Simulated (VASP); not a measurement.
**Lattice of Ga2O3 across functionals and dispersion corrections**

Which functional gives the lattice of Ga2O3 as experiment finds it, and is a dearer one worth its cost? The levels: LDA, PBE, r2SCAN, PBE + D3(BJ), r2SCAN + rVV10, revPBE + D3(BJ), vdW-DF-cx and PBE + D4. LASPH is on for some levels and off for others; the table marks which. The start is a cell from a database of measured crystal structures.

Program: VASP 6.6.1. Level of theory: LDA; plane waves and PAW (Ga_d, O), in the first sound run; inputs show where later runs differ. Results are calculated unless marked as measured.

Experimental background.

“Band-to-band transitions, selection rules, effective mass and exciton binding energy parameters in monoclinic beta-Ga2O3” (2017, arxiv:1704.06711) quotes from earlier work for Ga2O3, beta (monoclinic) (literature experimental value): lattice constant a (a, conventional base-centred cell, first experimental column (Ref. 76)) 12.214 Å [Literature experimental value quoted for comparison]; lattice constant b (b, first experimental column (Ref. 76)) 3.0371 Å [Literature experimental value quoted for comparison]; lattice constant c (c, first experimental column (Ref. 76)) 5.7981 Å [Literature experimental value quoted for comparison].

## (1) The structure

Before any relaxation, the start is as follows. Symmetry: C2/m, No. 12, monoclinic system. The conventional cell has a = 12.214 Å, b = 3.037 Å, c = 5.798 Å, α = 90.00°, β = 103.83°, γ = 90.00°. Nearest to Ga lie 4 O at 1.83 to 1.86 Å. Nearest to Ga lie 6 O at 1.94 to 2.07 Å. O has 3 Ga at 1.83 to 1.94 Å nearest. O has 4 Ga at 1.86 to 2.07 Å nearest. O has 3 Ga at 1.83 to 1.94 Å nearest. Farther neighbours and most contacts between anions are not listed.

As a file:

```
Ga O
1.0
     0.00000    3.03710    0.00000
    -1.38599    0.00000    5.63001
     6.10700   -1.51855    0.00000
Ga O
4 6
Direct
  0.09050 0.79460 0.18100
  0.90950 0.20540 0.81900
  0.65866 0.31402 0.31732
  0.34134 0.68598 0.68268
  0.16450 0.10980 0.32900
  0.83550 0.89020 0.67100
  0.17330 0.56320 0.34660
  0.82670 0.43680 0.65340
  0.49590 0.25660 0.99180
  0.50410 0.74340 0.00820
```

## (2) Relaxation with LDA

Properties are meant for the cell that this level of theory prefers, so cell and atoms are relaxed first (ISIF = 3) until forces and stress are small; EDIFFG sets the threshold. LDA, the lowest rung, knows the local density alone.

INCAR reads:

```
SYSTEM = Ga2O3
PREC = Accurate
ENCUT = 560
EDIFF = 1E-06
NELM = 100
ISMEAR = -1
SIGMA = 0.05
LREAL = .FALSE.
ALGO = Normal
GGA = CA
NBANDS = 54
LORBIT = 11
LWAVE = .FALSE.
LCHARG = .FALSE.
KPAR = 8
IBRION = 2
NSW = 60
ISIF = 3
EDIFFG = -0.01
```

POSCAR reads:

```
Ga2O3
1.0
    0.0000000000      3.0371000000      0.0000000000
   -1.3859888959      0.0000000000      5.6300087380
    6.1070000000     -1.5185500000      0.0000000000
Ga O
4 6
Direct
    0.0905000000      0.7946000000      0.1810000000
    0.9095000000      0.2054000000      0.8190000000
    0.6586600000      0.3140200000      0.3173200000
    0.3413400000      0.6859800000      0.6826800000
    0.1645000000      0.1098000000      0.3290000000
    0.8355000000      0.8902000000      0.6710000000
    0.1733000000      0.5632000000      0.3466000000
    0.8267000000      0.4368000000      0.6534000000
    0.4959000000      0.2566000000      0.9918000000
    0.5041000000      0.7434000000      0.0082000000
```

KPOINTS reads:

```
Automatic mesh
0
Gamma
7 4 7
0 0 0
```

PAW data sets: Ga_d and O (PBE family, release 64).

Command:

```console
$ mpirun -np 8 vasp_std
```

Output:

```text
[banner, memory and clock lines left out]
running    8 mpi-ranks, on    1 nodes
 distrk:  each k-point on    1 cores,    8 groups
 distr:  one band on    1 cores,    1 groups

 POSCAR found type information on POSCAR GaO
 POSCAR found :  2 types and      10 ions
|                                                                             |
|           W    W    AA    RRRRR   N    N  II  N    N   GGGG   !!!           |
|           W    W   A  A   R    R  NN   N  II  NN   N  G    G  !!!           |
|           W    W  A    A  R    R  N N  N  II  N N  N  G       !!!           |
|           W WW W  AAAAAA  RRRRR   N  N N  II  N  N N  G  GGG   !            |
|           WW  WW  A    A  R   R   N   NN  II  N   NN  G    G                |
|           W    W  A    A  R    R  N    N  II  N    N   GGGG   !!!           |
|                                                                             |
|     For optimal performance we recommend to set                             |
|       NCORE = 2 up to number-of-cores-per-socket                            |
|     NCORE specifies how many cores store one orbital (NPAR=cpu/NCORE).      |
|     This setting can greatly improve the performance of VASP for DFT.       |
|     The default, NCORE=1 might be grossly inefficient on modern             |
|     multi-core architectures or massively parallel machines. Do your        |
|     Unfortunately you need to use the default for GW and RPA                |
|     calculations (for HF NCORE is supported but not extensively tested      |
|     yet).                                                                   |
|                                                                             |

|                                                                             |
|               ----> ADVICE to this user running VASP <----                  |
|                                                                             |
|     You enforced a specific xc type in the INCAR file but a different       |
|     [... a line on the potential file left out ...]
|     I HOPE YOU KNOW WHAT YOU ARE DOING!                                     |
|                                                                             |

 LDA part: xc-table for (Slater(with rela. corr.)+CA(PZ))
 , standard interpolation
 POSCAR, INCAR and KPOINTS ok, starting setup
 FFT: planning ... GRIDC
 FFT: planning ... GRID_SOFT
 FFT: planning ... GRID
 WAVECAR not read
 entering main loop
       N       E                     dE             d eps       ncg     rms          rms(c)
DAV:   1     0.124253532938E+04    0.12425E+04   -0.42147E+04  7612   0.312E+03
DAV:   2     0.206849292099E+03   -0.10357E+04   -0.97847E+03  6624   0.845E+02
DAV:   3    -0.541010677687E+02   -0.26095E+03   -0.25339E+03  7566   0.271E+02
DAV:   4    -0.760740144643E+02   -0.21973E+02   -0.21730E+02  7876   0.850E+01
DAV:   5    -0.769319134367E+02   -0.85790E+00   -0.85582E+00  8498   0.170E+01    0.162E+01
DAV:   6    -0.687141352327E+02    0.82178E+01   -0.28388E+01 12124   0.643E+01    0.478E+00
DAV:   7    -0.687659893952E+02   -0.51854E-01   -0.30681E+00  7126   0.968E+00    0.334E+00
DAV:   8    -0.686622971640E+02    0.10369E+00   -0.65220E-01  9230   0.750E+00    0.143E+00
DAV:   9    -0.686218519080E+02    0.40445E-01   -0.15724E-01  9444   0.509E+00    0.296E-01
DAV:  10    -0.686226632120E+02   -0.81130E-03   -0.24945E-02  8634   0.107E+00    0.117E-01
DAV:  11    -0.686228136686E+02   -0.15046E-03   -0.21416E-03  8928   0.586E-01    0.894E-02
DAV:  12    -0.686227505658E+02    0.63103E-04   -0.69459E-04  9060   0.348E-01    0.215E-02
DAV:  13    -0.686227505048E+02    0.60967E-07   -0.10188E-04  8996   0.839E-02    0.562E-03
DAV:  14    -0.686227519773E+02   -0.14725E-05   -0.15915E-05  7872   0.599E-02    0.771E-03
DAV:  15    -0.686227512118E+02    0.76553E-06   -0.19496E-06  4774   0.255E-02
   1 F= -.68622751E+02 E0= -.68622751E+02  d E =-.686228E+02
 curvature:   0.00 expect dE= 0.000E+00 dE for cont linesearch  0.000E+00
 trial: gam= 0.00000 g(F)=  0.203E-02 g(S)=  0.506E-01 ort = 0.000E+00 (trialstep = 0.100E+01)
 search vector abs. value=  0.526E-01
 bond charge predicted
       N       E                     dE             d eps       ncg     rms          rms(c)
DAV:   1    -0.691320758720E+02   -0.50932E+00   -0.88281E+00 10096   0.349E+01    0.473E+00
DAV:   2    -0.687261182106E+02    0.40596E+00   -0.11228E+00 10080   0.118E+01    0.196E+00
DAV:   3    -0.686382587382E+02    0.87859E-01   -0.17885E-01 10616   0.627E+00    0.594E-01
DAV:   4    -0.686249413457E+02    0.13317E-01   -0.43423E-02 11782   0.225E+00    0.257E-01
DAV:   5    -0.686242300136E+02    0.71133E-03   -0.13729E-02  8894   0.116E+00    0.568E-02
DAV:   6    -0.686240964833E+02    0.13353E-03   -0.87591E-04  8484   0.282E-01    0.161E-02
DAV:   7    -0.686240959615E+02    0.52173E-06   -0.84798E-05  7844   0.178E-01    0.106E-02
DAV:   8    -0.686240973229E+02   -0.13613E-05   -0.26356E-05  8218   0.536E-02    0.537E-03
DAV:   9    -0.686240972343E+02    0.88527E-07   -0.43012E-06  6092   0.364E-02
   2 F= -.68624097E+02 E0= -.68624097E+02  d E =-.134602E-02
[... from here on, the cycles between the ionic steps are left out ...]
   3 F= -.68636303E+02 E0= -.68636303E+02  d E =-.135522E-01
   4 F= -.68637117E+02 E0= -.68637117E+02  d E =-.813778E-03
   5 F= -.68637118E+02 E0= -.68637118E+02  d E =-.815110E-03
   6 F= -.68637442E+02 E0= -.68637442E+02  d E =-.323822E-03
   7 F= -.68637509E+02 E0= -.68637509E+02  d E =-.390394E-03
   8 F= -.68637748E+02 E0= -.68637748E+02  d E =-.238694E-03
   9 F= -.68637803E+02 E0= -.68637803E+02  d E =-.294302E-03
  10 F= -.68637808E+02 E0= -.68637808E+02  d E =-.299450E-03
  11 F= -.68637892E+02 E0= -.68637892E+02  d E =-.839834E-04
  12 F= -.68637911E+02 E0= -.68637911E+02  d E =-.102422E-03
  13 F= -.68637963E+02 E0= -.68637963E+02  d E =-.523691E-04
  14 F= -.68638017E+02 E0= -.68638017E+02  d E =-.106379E-03
  15 F= -.68638020E+02 E0= -.68638020E+02  d E =-.109714E-03
 curvature:  -2.67 expect dE=-0.392E-03 dE for cont linesearch -0.246E-06
 trial: gam= 0.43528 g(F)=  0.986E-04 g(S)=  0.482E-04 ort = 0.881E-05 (trialstep = 0.489E+00)
 search vector abs. value=  0.314E-03
 bond charge predicted
       N       E                     dE             d eps       ncg     rms          rms(c)
DAV:   1    -0.686380832211E+02   -0.62130E-04   -0.16818E-02  7040   0.734E-01    0.611E-02
DAV:   2    -0.686380826043E+02    0.61679E-06   -0.83027E-04  7196   0.261E-01    0.301E-02
DAV:   3    -0.686380669016E+02    0.15703E-04   -0.10494E-04  9994   0.688E-02    0.113E-02
DAV:   4    -0.686380644834E+02    0.24182E-05   -0.10556E-05  9290   0.320E-02    0.496E-03
DAV:   5    -0.686380637274E+02    0.75595E-06   -0.18645E-06  4862   0.213E-02
  16 F= -.68638064E+02 E0= -.68638064E+02  d E =-.432657E-04
 trial-energy change:   -0.000043  1 .order   -0.000045   -0.000074   -0.000017
 step:   0.6347(harm=  0.6347)  dis= 0.00109  next Energy=   -68.638068 (dE=-0.478E-04)
 reached required accuracy - stopping structural energy minimisation
```

The job ended after 3.8 min (8 MPI ranks of AMD EPYC 9R45, shared host; peak memory 3.2 GiB; 30 min of CPU time).

The logs omit lines about the potential files and the build; timing stands in the text.

OUTCAR, selected parts (step 2):

```text
ion  position               nearest neighbor table
   1  0.090  0.795  0.181-  10 1.83  10 1.83   5 1.83   7 1.86
   2  0.910  0.205  0.819-   9 1.83   9 1.83   6 1.83   8 1.86
   3  0.659  0.314  0.317-   9 1.94   5 1.94   5 1.94   8 2.01   7 2.07   7 2.07
   4  0.341  0.686  0.683-  10 1.94   6 1.94   6 1.94   7 2.01   8 2.07   8 2.07
   5  0.164  0.110  0.329-   1 1.83   3 1.94   3 1.94
   6  0.836  0.890  0.671-   2 1.83   4 1.94   4 1.94
   7  0.173  0.563  0.347-   1 1.86   4 2.01   3 2.07   3 2.07
   8  0.827  0.437  0.653-   2 1.86   3 2.01   4 2.07   4 2.07
   9  0.496  0.257  0.992-   2 1.83   2 1.83   3 1.94
  10  0.504  0.743  0.008-   1 1.83   1 1.83   4 1.94

  LATTYP: Found a base centered monoclinic cell.
 ALAT       =    12.2140000000
 B/A-ratio  =     0.2486572785
 C/A-ratio  =     0.4747093499
 COS(beta)  =    -0.2390419096

 Subroutine GETGRP returns: Found  4 space group operations
 (whereof  4 operations were pure point group operations)

The static configuration has the point symmetry C_2h.

 Found     60 irreducible k-points:

   k-points           NKPTS =     60   k-points in BZ     NKDIM =     60   number of bands    NBANDS=     54

   dimension x,y,z NGX =    24 NGY =   48 NGZ =   50
   dimension x,y,z NGXF=    48 NGYF=   96 NGZF=  100

   ENCUT  =  560.0 eV  41.16 Ry    6.42 a.u.   5.86 11.19 12.14*2*pi/ulx,y,z

   NELECT =      88.0000    total number of electrons

 k-points in reciprocal lattice and weights: Automatic mesh
   0.00000000  0.00000000  0.00000000       0.005
   0.14285714  0.00000000  0.00000000       0.020
   0.28571429  0.00000000  0.00000000       0.020
   0.42857143 -0.00000000  0.00000000       0.020
   0.00000000  0.25000000  0.00000000       0.010
   0.14285714  0.25000000  0.00000000       0.020
   0.28571429  0.25000000  0.00000000       0.020
   0.42857143  0.25000000  0.00000000       0.020
  -0.42857143  0.25000000 -0.00000000       0.020
[...]
0.14285714  0.50000000  0.42857143       0.010
   0.00000000 -0.25000000  0.42857143       0.010

 average (electrostatic) potential at core
       1 -63.8998       2 -63.8998       3 -63.7065       4 -63.7065       5 -69.4658
       6 -69.4658       7 -69.9073       8 -69.9073       9 -69.7650      10 -69.7650

 E-fermi :   4.8415

 k-point     1 :       0.0000    0.0000    0.0000
  band No.  band energies     occupation
    ...
     40       3.0063      2.00000
     41       3.0068      2.00000
     42       3.1868      2.00000
     43       3.4010      2.00000
     44       3.6797      2.00000
     45       6.1569      0.00000
     46       9.3340      0.00000
     47      10.3104      0.00000
     48      10.4677      0.00000
     49      11.3724      0.00000
    ...

 k-point     2 :       0.1429    0.0000    0.0000
  band No.  band energies     occupation
    ...
     40       2.5874      2.00000
     41       2.7506      2.00000
     42       3.0657      2.00000
     43       3.2961      2.00000
     44       3.6765      2.00000
     45       7.1924      0.00000
     46       9.6656      0.00000
     47      10.7350      0.00000
     48      11.0023      0.00000
     49      11.9836      0.00000
    ...

 k-point     3 :       0.2857    0.0000    0.0000
  band No.  band energies     occupation
    ...
     40       2.4853      2.00000
     41       2.6028      2.00000
     42       2.8982      2.00000
     43       3.1052      2.00000
     44       3.6450      2.00000
     45       8.8929      0.00000
     46       9.8876      0.00000
     47      10.6026      0.00000
     48      11.5371      0.00000
     49      12.3353      0.00000
    ...

  Total       -0.0029376      0.0377787      0.0219773      0.0000000      0.0000000     -0.0211969
  in kB       -0.0457863      0.5888369      0.3425490      0.0000000      0.0000000     -0.3303847
  external PRESSURE =       0.2951999 kB  Pullay stress =       0.0000000 kB

  energy-cutoff  :      560.00
  volume of cell :      102.79
      direct lattice vectors                 reciprocal lattice vectors
     0.000000000  3.021977645  0.000000000     0.082255787  0.330909132  0.020180328
    -1.372871818  0.000000000  5.595877833    -0.000201026  0.000000000  0.178653653
     6.076922049 -1.510988823  0.006837936     0.164511575  0.000000000  0.040360657

 POSITION                                       TOTAL-FORCE (eV/Angst)
 -----------------------------------------------------------------------------------
      0.01163      0.00000      4.45118        -0.001653      0.000000     -0.005044
      4.69242      1.51099      1.15154         0.001653      0.000000      0.005044
      1.49943      1.51099      1.76148         0.002510      0.000000      0.004479
      3.20462      0.00000      3.84124        -0.002510      0.000000     -0.004479
      1.86616     -0.00000      0.61467        -0.003470     -0.000000      0.001520
      2.83789      1.51099      4.98805         0.003470      0.000000     -0.001520
      1.33211     -0.00000      3.14715        -0.001857      0.000000     -0.004671
      3.37194      1.51099      2.45557         0.001857     -0.000000      0.004671
      5.68280      0.00000      1.43862        -0.004335      0.000000     -0.007826
     -0.97875      1.51099      4.16410         0.004335      0.000000      0.007826
 -----------------------------------------------------------------------------------
    total drift:                                0.000000     -0.000000     -0.000000

  FREE ENERGIE OF THE ION-ELECTRON SYSTEM (eV)
  ---------------------------------------------------
  free  energy   TOTEN  =       -68.6380637274 eV

  energy  without entropy=      -68.6380637274  energy(sigma->0) =      -68.63806373

 reached required accuracy - stopping structural energy minimisation

 total charge
# of ion       s       p       d       tot
------------------------------------------
    1        0.740   0.891  10.293  11.925
    2        0.740   0.891  10.293  11.925
    3        0.669   0.752  10.277  11.698
    4        0.669   0.752  10.277  11.698
    5        1.537   3.502   0.000   5.039
    6        1.537   3.502   0.000   5.039
    7        1.542   3.497   0.000   5.039
    8        1.542   3.497   0.000   5.039
    9        1.533   3.534   0.000   5.067
   10        1.533   3.534   0.000   5.067
--------------------------------------------------
tot         12.042  24.354  41.140  77.536

[... 3 further parts left out ...]
```

The gap is read on the k-mesh alone, so it is an upper bound where the band edges lie off the mesh. The PAW data sets were made with PBE, though LDA sets exist; this is a small mismatch. The run keeps the 4 symmetry operations of its start, so it cannot find a distortion of lower symmetry.

Step by step:

| step | energy less that of the first step (eV) | largest force (eV/Å) | pressure (GPa) | volume (Å³) |
| --- | --- | --- | --- | --- |
| 1 | 0.0000 | 0.0808 | -2.85 | 104.42 |
| 2 | -0.0013 | 0.1729 | 2.86 | 101.64 |
| 3 | -0.0136 | 0.0856 | 0.05 | 102.99 |
| 4 | -0.0144 | 0.0519 | -0.04 | 102.95 |
| 5 | -0.0144 | 0.0524 | -0.04 | 102.95 |
| 6 | -0.0147 | 0.0357 | 0.02 | 102.91 |
| 7 | -0.0148 | 0.0466 | 0.05 | 102.88 |
| 8 | -0.0150 | 0.0207 | 0.00 | 102.87 |
| 9 | -0.0151 | 0.0206 | -0.04 | 102.87 |
| 10 | -0.0151 | 0.0212 | -0.05 | 102.87 |
| 11 | -0.0151 | 0.0216 | -0.01 | 102.84 |
| 12 | -0.0152 | 0.0224 | 0.09 | 102.81 |
| 13 | -0.0152 | 0.0186 | 0.01 | 102.81 |
| 14 | -0.0153 | 0.0207 | -0.06 | 102.82 |
| 15 | -0.0153 | 0.0222 | -0.07 | 102.82 |
| 16 | -0.0153 | 0.0089 | 0.03 | 102.79 |

| cell as run | before | after | change |
| --- | --- | --- | --- |
| a (Å) | 3.037 | 3.022 | -0.5 % |
| b (Å) | 5.798 | 5.762 | -0.6 % |
| c (Å) | 6.293 | 6.262 | -0.5 % |
| α (°) | 103.41 | 103.31 | -0.1 % |
| volume (Å³/atom) | 10.44 | 10.28 | -1.6 % |

The atoms that moved most (Å, as changes of fractional coordinates times the final cell):

| atom | dx | dy | dz | length |
| --- | --- | --- | --- | --- |
| O6 | -0.018 | 0.000 | 0.002 | 0.018 |
| O5 | 0.018 | 0.000 | -0.002 | 0.018 |
| O10 | -0.008 | 0.000 | 0.004 | 0.009 |
| O9 | 0.008 | 0.000 | -0.004 | 0.009 |
| O7 | -0.001 | 0.000 | -0.007 | 0.007 |
| O8 | 0.001 | 0.000 | 0.007 | 0.007 |

The relaxed structure:

```
Ga O
1.0
     0.00000    3.02198    0.00000
    -1.37287    0.00000    5.59588
     6.07692   -1.51099    0.00684
Ga O
4 6
Direct
  0.09078 0.79522 0.18157
  0.90922 0.20478 0.81843
  0.65888 0.31439 0.31777
  0.34112 0.68561 0.68223
  0.16591 0.10944 0.33181
  0.83409 0.89056 0.66819
  0.17308 0.56198 0.34617
  0.82692 0.43802 0.65383
  0.49647 0.25587 0.99295
  0.50353 0.74413 0.00705
```

A gap read on the k-mesh alone can miss the band edges.

This step gave:

- electrons: 88
- bands: 54
- irreducible k-points: 60
- symmetry operations: 4
- free energy (TOTEN): -68.6381 eV
- Fermi energy: 4.841 eV
- pressure: 0.02952 GPa
- metallic: no
- valence top at k: 0.1429, 0.5, 0.4286
- conduction bottom at k: 0, 0, 0
- least direct gap at k: 0, 0, 0
- SCF cycles over all ionic steps: 99
- gap on the k-mesh: 2.462 eV
- least direct gap on the k-mesh: 2.477 eV

It ends with a largest force of 0.009 eV/Å and a pressure of 0.03 GPa. The volume lies -1.6 % from that of the database's start, which holds the thermal and zero-point expansion of its experiment. The conventional cell has a = 12.154, b = 3.022 and c = 5.762 Å.

(Continued in part 2 of 4.)

[Lines on the potential files, build, host, timing and source positions are cut from VASP's logs without a mark.]

[Logs are printed without paths, hosts, clocks, repeated set-up lines and the standing remarks that a program may print on its own settings, such as how far it seeks lower states.]

[Hosts, paths, dates, database ids (printed as entryN), source tags and the programs' standing remarks are cut or masked in the printed files.]

[A measured line is paired with the nearest computed mode of its activity, which favours agreement.]
